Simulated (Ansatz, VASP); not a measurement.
# Cross-check of K2PH4O7 (K2PH4O7 (P2_1/c)) between VASP and Ansatz

Aim: how closely do two programs agree when they are given the same cell, functional and k mesh? The structure shown is the start of the Ansatz relaxation below; VASP solves that cell, so the two are compared at the walk's first step.

Method: plane waves, with VASP 6.6.1 beside it; single point at PBEsol, in Ansatz 0.2.0.

## Step 1: Starting point

The cell holds 56 atoms: 8 K, 16 H, 4 P and 28 O. Its edges and angles: a = 6.144 Å, b = 6.650 Å, c = 17.464 Å, α = 90.0°, β = 101.3°, γ = 90.0°.

## Step 2: Ansatz: relaxation, PBEsol

Ansatz runs on its default PAW (the set named soft_2) files.

The two programs are compared at the cell with which this relaxation starts, whose forces are those of its first step.

input.yaml

```yaml
crystal:
  lattice:
    - [6.1437457, 0.0, 0.0]
    - [0.0, 6.649925, 0.0]
    - [-3.4167986, 0.0, 17.1262132]
  atoms:
    - { symbol: K, position: [0.327312, 0.697505, 0.03603] }
    - { symbol: K, position: [0.327312, 0.802495, 0.53603] }
    - { symbol: K, position: [0.672688, 0.302495, 0.96397] }
    - { symbol: K, position: [0.672688, 0.197505, 0.46397] }
    - { symbol: K, position: [0.08452, 0.463542, 0.310448] }
    - { symbol: K, position: [0.08452, 0.036458, 0.810448] }
    - { symbol: K, position: [0.91548, 0.536458, 0.689552] }
    - { symbol: K, position: [0.91548, 0.963542, 0.189552] }
    - { symbol: H, position: [0.953683, 0.58929, 0.875806] }
    - { symbol: H, position: [0.953683, 0.91071, 0.375806] }
    - { symbol: H, position: [0.046317, 0.41071, 0.124194] }
    - { symbol: H, position: [0.046317, 0.08929, 0.624194] }
    - { symbol: H, position: [0.72985, 0.468909, 0.156082] }
    - { symbol: H, position: [0.72985, 0.031091, 0.656082] }
    - { symbol: H, position: [0.27015, 0.531091, 0.843918] }
    - { symbol: H, position: [0.27015, 0.968909, 0.343918] }
    - { symbol: H, position: [0.417969, 0.906634, 0.217358] }
    - { symbol: H, position: [0.417969, 0.593366, 0.717358] }
    - { symbol: H, position: [0.582031, 0.093366, 0.782642] }
    - { symbol: H, position: [0.582031, 0.406634, 0.282642] }
    - { symbol: H, position: [0.172339, 0.135265, 0.012115] }
    - { symbol: H, position: [0.172339, 0.364735, 0.512115] }
    - { symbol: H, position: [0.827661, 0.864735, 0.987885] }
    - { symbol: H, position: [0.827661, 0.635265, 0.487885] }
    - { symbol: P, position: [0.405871, 0.208337, 0.154444] }
    - { symbol: P, position: [0.405871, 0.291663, 0.654444] }
    - { symbol: P, position: [0.594129, 0.791663, 0.845556] }
    - { symbol: P, position: [0.594129, 0.708337, 0.345556] }
    - { symbol: O, position: [0.05888, 0.501473, 0.915147] }
    - { symbol: O, position: [0.05888, 0.998527, 0.415147] }
    - { symbol: O, position: [0.94112, 0.498527, 0.084853] }
    - { symbol: O, position: [0.94112, 0.001473, 0.584853] }
    - { symbol: O, position: [0.62298, 0.299102, 0.20307] }
    - { symbol: O, position: [0.62298, 0.200898, 0.70307] }
    - { symbol: O, position: [0.37702, 0.700898, 0.79693] }
    - { symbol: O, position: [0.37702, 0.799102, 0.29693] }
    - { symbol: O, position: [0.385109, 0.245775, 0.066422] }
    - { symbol: O, position: [0.385109, 0.254225, 0.566422] }
    - { symbol: O, position: [0.614891, 0.754225, 0.933578] }
    - { symbol: O, position: [0.614891, 0.745775, 0.433578] }
    - { symbol: O, position: [0.425572, 0.964998, 0.163728] }
    - { symbol: O, position: [0.425572, 0.535002, 0.663728] }
    - { symbol: O, position: [0.574428, 0.035002, 0.836272] }
    - { symbol: O, position: [0.574428, 0.464998, 0.336272] }
    - { symbol: O, position: [0.201605, 0.279052, 0.185484] }
    - { symbol: O, position: [0.201605, 0.220948, 0.685484] }
    - { symbol: O, position: [0.798395, 0.720948, 0.814516] }
    - { symbol: O, position: [0.798395, 0.779052, 0.314516] }
    - { symbol: O, position: [0.801605, 0.590005, 0.13501] }
    - { symbol: O, position: [0.801605, 0.909995, 0.63501] }
    - { symbol: O, position: [0.198395, 0.409995, 0.86499] }
    - { symbol: O, position: [0.198395, 0.090005, 0.36499] }
    - { symbol: O, position: [0.059229, 0.054423, 0.973267] }
    - { symbol: O, position: [0.059229, 0.445577, 0.473267] }
    - { symbol: O, position: [0.940771, 0.945577, 0.026733] }
    - { symbol: O, position: [0.940771, 0.554423, 0.526733] }
basis:
  ecutwfc: 420
  xc_grid: 2
hamiltonian:
  xc: pbesol
kpoints:
  mp_grid: { grid: [5, 4, 2] }
scf:
  occupations: { method: fermi_dirac, width: 0.01 }
  max_iter: 150
output:
  forces: true
  stress: true
relax:
  f_tol: 0.01
  max_steps: 60
  cell: {}
checkpoint:
  write: "../pbesol.run"
  compress: false
  write_wavefunctions: false
  write_every: 100000
```

Run with:

```bash
ansatz run input.yaml --threads 4 --pin off --max-ram 6594MiB --backend cpu --events-out ev --progress --plain --runs-dir out
```

Numbers of over 12 decimals in the logs are rounded to 6 here.

What it wrote:

```text
Engine: ansatz 0.2.0, x86_64-unknown-linux-gnu
Pseudopotentials: kind: paw
Pseudopotential: K, paw, valence charge 9, recommended cutoff 420 eV (normal), K.paw.azcp
Pseudopotential: H, paw, valence charge 1, recommended cutoff 420 eV (normal), H.paw.azcp
Pseudopotential: P, paw, valence charge 5, recommended cutoff 420 eV (normal), P.paw.azcp
Pseudopotential: O, paw, valence charge 6, recommended cutoff 420 eV (normal), O.paw.azcp
Functional definition: PBEsol
  exchange = pbesol_x
  correlation = pbesol_c
Crystal: 56 atoms, lattice volume = 699.699 Å³
Basis set: ecut = 420 eV, 13657 PW (Γ), exchange–correlation on 90×90×240 points (8 copies of the dense FFT grid, shifted against one another)
Bands: 194, of which v1, the nominal top of the filled ones, is band 138 counted from 1 (137 counted from 0)
Symmetry: 4 space group operations
Space group: P21/c (ITA 14), of the structure as read, at distance tolerance 8.9e-5 Å
k-points: 18 of 40
Non-local potential: K, projectors of the file, l = 0: 3, l = 1: 2, l = 2: 2
Non-local potential: H, projectors of the file, l = 0: 2, l = 1: 1
Non-local potential: P, projectors of the file, l = 0: 2, l = 1: 2, l = 2: 2
Non-local potential: O, projectors of the file, l = 0: 2, l = 1: 2, l = 2: 1
PAW form: soft (Blöchl's): semilocal exchange-correlation on the pseudo side does not see the compensation charge
PAW frozen core: K, regenerated for the run's functional, and the local potential with it (the file was generated under x = pbe(κ = 0.804, μ = 0.219515), c = pbe(β = 0.066725))
PAW frozen core: P, regenerated for the run's functional, and the local potential with it (the file was generated under x = pbe(κ = 0.804, μ = 0.219515), c = pbe(β = 0.066725))
PAW frozen core: O, regenerated for the run's functional, and the local potential with it (the file was generated under x = pbe(κ = 0.804, μ = 0.219515), c = pbe(β = 0.066725))
PAW one-centre angular grid: K, 110 points (default); XC on 64 Gauss nodes
PAW one-centre angular grid: H, 110 points (default); XC on 64 Gauss nodes
PAW one-centre angular grid: P, 110 points (default); XC on 64 Gauss nodes
PAW one-centre angular grid: O, 110 points (default); XC on 64 Gauss nodes
Initial density: superposition of atomic densities (neutral atoms: chi_scale 0, normalization atom), corrected by the library's trained network
Initial wavefunctions: pseudopotential atomic-orbital guess
Functional: x = pbesol(κ = 0.804, μ = 0.123457), c = pbesol(β = 0.046)
SCF iter   1: F=—  HF=-31053.917328 eV  |F-HF|=—  |Δ(HF+E_count)|=         —  Δρ=9.29e-3  dr2=4.38e-1  ethr=1.77e-3  ⟨swp⟩=8.2  Hψ=18906  notcnv=0  defer=461
preconditioner: auto → Resta (q_TF=auto, 2.336 Å⁻¹)  ε∞=2.9  [insulator: Δε(μ)=4.121 eV  Ē_g=16.345 eV  σ=0.010 eV  W_gap=1.00  n_scr=156 (ndim 8)  ℏωp=22.6 eV  f_vac=0.144  D(μ)=0.00/eV (n_scr^D=0)  ε∞_Penn≈2.9]
SCF iter   2: F=—  HF=-31053.789890 eV  |F-HF|=—  |Δ(HF+E_count)|=   1.27e-1  Δρ=2.20e-3  dr2=2.10e-2  ethr=1.59e-4  ⟨swp⟩=3.0  Hψ=6358  notcnv=0  defer=880
SCF iter   3: F=—  HF=-31053.789922 eV  |F-HF|=—  |Δ(HF+E_count)|=   3.21e-5  Δρ=1.05e-3  dr2=6.31e-3  ethr=7.61e-6  ⟨swp⟩=2.2  Hψ=4151  notcnv=0  defer=880
SCF iter   4: F=—  HF=-31053.791540 eV  |F-HF|=—  |Δ(HF+E_count)|=   1.62e-3  Δρ=4.23e-4  dr2=9.78e-4  ethr=2.29e-6  ⟨swp⟩=2.0  Hψ=4928  notcnv=0  defer=880
SCF iter   5: F=—  HF=-31053.791555 eV  |F-HF|=—  |Δ(HF+E_count)|=   1.55e-5  Δρ=1.27e-4  dr2=8.85e-5  ethr=3.55e-7  ⟨swp⟩=2.0  Hψ=4800  notcnv=0  defer=880
SCF iter   6: F=—  HF=-31053.791240 eV  |F-HF|=—  |Δ(HF+E_count)|=   3.15e-4  Δρ=7.03e-5  dr2=2.80e-5  ethr=3.21e-8  ⟨swp⟩=2.7  Hψ=4995  notcnv=0  defer=880
SCF iter   7: F=—  HF=-31053.791246 eV  |F-HF|=—  |Δ(HF+E_count)|=   5.87e-6  Δρ=2.07e-5  dr2=2.44e-6  ethr=1.02e-8  ⟨swp⟩=2.0  Hψ=4849  notcnv=0  defer=880
SCF iter   8: F=—  HF=-31053.791248 eV  |F-HF|=—  |Δ(HF+E_count)|=   1.78e-6  Δρ=1.05e-5  dr2=6.43e-7  ethr=8.83e-10  ⟨swp⟩=2.0  Hψ=4931  notcnv=0  defer=880
SCF iter   9: F=-31053.791248 eV  HF=-31053.791248 eV  |F-HF|=4.63e-8  |Δ(HF+E_count)|=   2.06e-7  Δρ=3.46e-6  dr2=7.03e-8  ethr=3.62e-11  ⟨swp⟩=3.6  Hψ=12392  notcnv=0
SCF 1 converged in 9 iterations: F = -31053.791248 eV  dr2 = 7.03e-8
  greatest PAW one-centre occupation: 0.986 electrons in one spin orbital (limit 2), on the K atom at site 7 (counted from 0), in its partial waves of l = 0
relax step   1: F+E_penalty+E_count = -31053.79124792 eV  Δ(F+E_penalty+E_count) = +0.000e0 eV  max|allowed force component| = 4.524e-1 eV/Å  Δτ_max = 0.0000 Å  P = -1.992 GPa  Ω = 699.699 Å³  (9 SCF iters, dr2 threshold 1.00e-7 eV, accepted)
Crystal: 56 atoms, lattice volume = 666.954 Å³
Basis set: ecut = 420 eV, 12973 PW (Γ), exchange–correlation on 90×90×240 points (8 copies of the dense FFT grid, shifted against one another)
Initial density: handed on by an earlier stage of this run
[...]
E_band       = -1885.216130
  E_kinetic    = 7476.753691
  E_local      = -17981.541768  (includes V_loc(G=0)·N_el)
  E_nonlocal   = 1612.226158
  E_hartree    = 6322.334586
  E_xc         = -3498.979439
  E_vxc        = -4360.163145  (∫ρ·V_xc dr)
  E_paw        = -12585.976862  (= ΣΔE_a)
  E_vpaw       = -1277.211496  (= ΣTr[D̂ρ^β])
  E_aug_tail   = 0.051197  (compensation charges beyond the density's cutoff)
  E_ewald      = -12400.972387
  E_core_change = 2.035527  (= ΣΔE_core)
  E_smearing   = -0.000000  (= −TS)
  E_closure    = -0.000000  (closes the sum)
  Σ components = -31054.069296   (vs F -31054.069296, Δ=0.00e0)
--- Forces (eV/Å), atoms counted from 1 ---
  atom   1  K     -0.00021896     0.00045259    -0.00038158
  atom   2  K     -0.00021896    -0.00045259    -0.00038158
  atom   3  K      0.00021896    -0.00045259     0.00038158
  atom   4  K      0.00021896     0.00045259     0.00038158
  atom   5  K     -0.00025784    -0.00035008     0.00056987
  atom   6  K     -0.00025784     0.00035008     0.00056987
  atom   7  K      0.00025784     0.00035008    -0.00056987
  atom   8  K      0.00025784    -0.00035008    -0.00056987
  atom   9  H      0.00245777    -0.00066092     0.00236303
  atom  10  H      0.00245777     0.00066092     0.00236303
  atom  11  H     -0.00245777     0.00066092    -0.00236303
  atom  12  H     -0.00245777    -0.00066092    -0.00236303
  atom  13  H      0.00142221     0.00138923    -0.00150718
  atom  14  H      0.00142221    -0.00138923    -0.00150718
  atom  15  H     -0.00142221    -0.00138923     0.00150718
  atom  16  H     -0.00142221     0.00138923     0.00150718
  atom  17  H      0.00281292    -0.00105648     0.00156475
  atom  18  H      0.00281292     0.00105648     0.00156475
  atom  19  H     -0.00281292     0.00105648    -0.00156475
  atom  20  H     -0.00281292    -0.00105648    -0.00156475
  atom  21  H      0.00165939     0.00353655     0.00003626
  atom  22  H      0.00165939    -0.00353655     0.00003626
  atom  23  H     -0.00165939    -0.00353655    -0.00003626
  atom  24  H     -0.00165939     0.00353655    -0.00003626
[...]
atom  49  O     -0.00305125    -0.00252264     0.00055074
  atom  50  O     -0.00305125     0.00252264     0.00055074
  atom  51  O      0.00305125     0.00252264    -0.00055074
  atom  52  O      0.00305125    -0.00252264    -0.00055074
  atom  53  O     -0.00247228    -0.00325100     0.00043133
  atom  54  O     -0.00247228     0.00325100     0.00043133
  atom  55  O      0.00247228     0.00325100    -0.00043133
  atom  56  O      0.00247228    -0.00325100    -0.00043133
  max |Σ_I F_I| component: 4.34e-19 eV/Å
--- Stress (GPa, compression-positive) ---
       -0.036795       0.000000       0.017577
        0.000000      -0.034248      -0.000000
        0.017575      -0.000000      -0.019214
  P = ⅓ Tr σ = -0.0301 GPa (-0.301 kbar)
--- Relaxed structure (12 steps of the walk, 12 accepted, 2 SCFs on fresh bases) ---
  F+E_penalty+E_count = -31054.06929629 eV   max|allowed force component| = 8.075e-3 eV/Å   (the final SCF, on the basis selected at the relaxed cell)
  cell:  # Å, volume = 671.6298 Å³
    - [6.056315, -7.755875216680607e-18, 0.034929]
    - [-8.394876842035436e-18, 6.549084, 1.6586118727326835e-17]
    - [-3.270806, 4.702925355184471e-17, 16.914412]
  atoms:
    - { symbol: K, position: [0.321756, 0.692689, 0.038883] }
    - { symbol: K, position: [0.321756, 0.807311, 0.538883] }
    - { symbol: K, position: [0.678244, 0.307311, 0.961117] }
    - { symbol: K, position: [0.678244, 0.192689, 0.461117] }
    - { symbol: K, position: [0.093679, 0.466092, 0.312722] }
    - { symbol: K, position: [0.093679, 0.033908, 0.812722] }
    - { symbol: K, position: [0.906321, 0.533908, 0.687278] }
    - { symbol: K, position: [0.906321, 0.966092, 0.187278] }
    - { symbol: H, position: [0.959673, 0.598138, 0.873876] }
    - { symbol: H, position: [0.959673, 0.901862, 0.373876] }
    - { symbol: H, position: [0.040327, 0.401862, 0.126124] }
    - { symbol: H, position: [0.040327, 0.098138, 0.626124] }
    - { symbol: H, position: [0.721541, 0.473151, 0.158851] }
    - { symbol: H, position: [0.721541, 0.026849, 0.658851] }
    - { symbol: H, position: [0.278459, 0.526849, 0.841149] }
    - { symbol: H, position: [0.278459, 0.973151, 0.341149] }
    - { symbol: H, position: [0.414075, 0.903271, 0.220998] }
    - { symbol: H, position: [0.414075, 0.596729, 0.720998] }
    - { symbol: H, position: [0.585925, 0.096729, 0.779002] }
    - { symbol: H, position: [0.585925, 0.403271, 0.279002] }
    - { symbol: H, position: [0.178729, 0.134037, 0.012433] }
    - { symbol: H, position: [0.178729, 0.365963, 0.512433] }
    - { symbol: H, position: [0.821271, 0.865963, 0.987567] }
    - { symbol: H, position: [0.821271, 0.634037, 0.487567] }
    - { symbol: P, position: [0.399763, 0.205420, 0.155054] }
    - { symbol: P, position: [0.399763, 0.294580, 0.655054] }
    - { symbol: P, position: [0.600237, 0.794580, 0.844946] }
    - { symbol: P, position: [0.600237, 0.705420, 0.344946] }
    - { symbol: O, position: [0.068960, 0.513931, 0.914554] }
    - { symbol: O, position: [0.068960, 0.986069, 0.414554] }
    - { symbol: O, position: [0.931040, 0.486069, 0.085446] }
    - { symbol: O, position: [0.931040, 0.013931, 0.585446] }
    - { symbol: O, position: [0.617698, 0.301451, 0.203211] }
    - { symbol: O, position: [0.617698, 0.198549, 0.703211] }
    - { symbol: O, position: [0.382302, 0.698549, 0.796789] }
    - { symbol: O, position: [0.382302, 0.801451, 0.296789] }
    - { symbol: O, position: [0.380340, 0.245500, 0.066629] }
    - { symbol: O, position: [0.380340, 0.254500, 0.566629] }
    - { symbol: O, position: [0.619660, 0.754500, 0.933371] }
    - { symbol: O, position: [0.619660, 0.745500, 0.433371] }
    - { symbol: O, position: [0.423224, 0.961757, 0.165333] }
    - { symbol: O, position: [0.423224, 0.538243, 0.665333] }
    - { symbol: O, position: [0.576776, 0.038243, 0.834667] }
    - { symbol: O, position: [0.576776, 0.461757, 0.334667] }
    - { symbol: O, position: [0.193681, 0.274826, 0.187875] }
    - { symbol: O, position: [0.193681, 0.225174, 0.687875] }
    - { symbol: O, position: [0.806319, 0.725174, 0.812125] }
    - { symbol: O, position: [0.806319, 0.774826, 0.312125] }
    - { symbol: O, position: [0.799187, 0.590739, 0.135239] }
    - { symbol: O, position: [0.799187, 0.909261, 0.635239] }
    - { symbol: O, position: [0.200813, 0.409261, 0.864761] }
    - { symbol: O, position: [0.200813, 0.090739, 0.364761] }
    - { symbol: O, position: [0.060717, 0.053343, 0.973310] }
    - { symbol: O, position: [0.060717, 0.446657, 0.473310] }
    - { symbol: O, position: [0.939283, 0.946657, 0.026690] }
    - { symbol: O, position: [0.939283, 0.553343, 0.526690] }
```

The column dr2 measures how far the density is from self-consistency, as an energy; F and HF (Harris–Foulkes) agree once it is small.

[end of part 1 of 2]

[Lines on the potential files, build, host, timing and source positions are cut from VASP's logs without a mark.]

[Logs are printed without paths, hosts, clocks, repeated set-up lines and the standing remarks that a program may print on its own settings, such as how far it seeks lower states.]

[Hosts, paths, dates, database ids (printed as entryN), source tags and the programs' standing remarks are cut or masked in the printed files.]
